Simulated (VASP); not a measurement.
Here is a VASP 6.6.1 calculation.

Contents of POSCAR:

```
H18CO10
1.0
    6.7165700000      0.0000000000      0.0000000000
    0.0000000000      6.7165700000      0.0000000000
    0.0000000000      0.0000000000      6.7165700000
O H C
10 18 1
Direct
    0.5554769771      0.8221309389      0.9079932168
    0.1291581864      0.4955207792      0.0476731427
    0.4299218202      0.2371895179      0.4362196776
    0.9040626391      0.3521440259      0.3496576378
    0.8775312399      0.0564276111      0.6590119659
    0.3660499332      0.2110303324      0.8570445927
    0.9305642612      0.5788371148      0.7215587718
    0.5752787509      0.4503489132      0.1161902578
    0.0970286917      0.8334015725      0.4094649501
    0.0072656133      1.0114835400      0.1419176752
    0.4689000487      0.9398696061      0.8902013974
    0.6808832484      0.8573125866      0.8371683761
    0.0232261407      0.5198635613     -0.0523779250
    0.2225391829      0.4096436127     -0.0068338453
    0.5322061707      0.1393121787      0.4119811154
    0.4587609449      0.3289476623      0.3337864416
    0.9976967410      0.4223435474      0.2536264790
    0.9109858157      0.2264250950      0.2772248335
    0.9015464739      0.1918985435      0.6137507686
    0.9640337255      0.0348094340      0.7710929835
    0.4803344564      0.2915178432      0.9068319097
    0.3869981255      0.2167028707      0.7122980926
    0.8238877880      0.5565936185      0.6232496646
    1.0546901171      0.6004255148      0.6548878371
    0.6974839836      0.4360261264      0.1878041917
    0.5757105189      0.5846734271      0.0599413093
    0.0027990477      0.9206931514      0.4844734738
    0.2511996451      0.8443893237      0.1580568653
    0.1212225883      0.9049708408      0.2303110070
```

File INCAR.step1:

```
SYSTEM = H18CO10
PREC = Accurate
ENCUT = 520
ISMEAR = -1
SIGMA = 0.02
LREAL = Auto
LASPH = .TRUE.
NELM = 60
NBANDS = 61
GGA = PE
ALGO = Normal
EDIFF = 1E-4
LWAVE = .TRUE.
LCHARG = .FALSE.
```

File INCAR.step2:

```
SYSTEM = H18CO10
PREC = Accurate
ENCUT = 520
EDIFF = 1E-6
ISMEAR = -1
SIGMA = 0.02
LREAL = Auto
LASPH = .TRUE.
NELM = 60
ALGO = Normal
ISIF = 2
LWAVE = .FALSE.
LCHARG = .FALSE.
METAGGA = R2SCAN
LMIXTAU = .TRUE.
IVDW = 12
VDW_S6 = 1.0
VDW_S8 = 0.78981345
VDW_A1 = 0.49484001
VDW_A2 = 5.73083694
NBANDS = 61
ISTART = 1
```

KPOINTS

```
Automatic mesh
0
G
  1 1 1
  0 0 0
```

Potentials or basis: VASP PAW PBE potentials, release 64 (O, H, C).

Command:

```console
$ cat potpaw_PBE.64/O/POTCAR potpaw_PBE.64/H/POTCAR potpaw_PBE.64/C/POTCAR > POTCAR
$ cp INCAR.step1 INCAR
$ mpirun -np 1 vasp_gam > vasp.out
$ cp INCAR.step2 INCAR
$ mpirun -np 1 vasp_gam > vasp.out
```

Question: What does it give for the largest force?

Answer: 3.371 eV/Å.

Question: What does it give for the pressure?

Answer: 0.3 GPa.

Question: What does it give for the dispersion energy per atom?

Answer: -0.018 eV.

Question: Estimate the band gap on the k mesh.

Answer: 5.43 eV, direct.

Forces in eV/Å, atoms in the order of the input:
```
O    0.744  0.514 -0.654
O   -2.396  2.047  1.197
O   -0.007 -1.357  1.126
O    0.483  0.497 -1.089
O   -0.025 -0.103 -0.445
O    1.057  0.342 -0.470
O   -1.315  0.013  0.094
O   -0.722  0.305 -0.648
O    0.073  0.258  0.950
O   -1.142  1.266 -0.483
H    0.459 -0.299  0.140
H   -1.170 -0.223  0.625
H    0.762 -0.313  0.266
H    1.389 -1.769 -1.143
H   -0.037 -0.289  0.252
H   -0.063  1.477 -1.220
H   -0.130  0.049  0.717
H   -0.183 -0.619  0.196
H    0.000  0.084 -0.046
H    0.221  0.148  0.508
H   -0.625 -0.537  0.246
H   -0.323  0.082  0.090
H    1.104  0.077  0.418
H    0.076 -0.004 -0.690
H    0.999 -0.198  0.588
H   -0.237  0.107 -0.052
H   -0.377 -0.173  0.309
H    0.594 -0.250 -0.141
C    0.789 -1.130 -0.641
```

Caveat: the standard files for N, O and F lose accuracy on very short bonds; the PAW data sets were made with another functional, which shifts forces and pressure a little. r2SCAN opens gaps a little over a GGA but as a rule still falls short of measured ones.
